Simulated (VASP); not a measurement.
Input:

```
AgCl
1.0
    0.00000     2.81544     2.81544
    2.81544     0.00000     2.81544
    2.81544     2.81544     0.00000
Ag Cl
1 1
Direct
  0.00000   0.00000   0.00000
  0.50000   0.50000   0.50000
```

Calculation: revTPSS meta-GGA, VASP's PBE PAW potentials (set 64) (plane waves; VASP). Numerical set-up: 520 eV cut-off, 8×8×8 Γ-centred mesh, Gaussian smearing of 0.050 eV, potentials Ag Cl.

Problem. Predict the energy per atom (σ→0), pressure, band gap (on the k-mesh) with the smallest direct gap where there is one.

Solution. 
- band gap (on the k-mesh): 0.95 eV
- smallest direct gap (on the k-mesh): 3.09 eV
- energy per atom (σ→0): 4.741 eV/atom
- pressure: -2.52 GPa

The compound is AgCl in the rock salt structure. This cell is one point of a volume scan, at 1.06 of the reference volume.
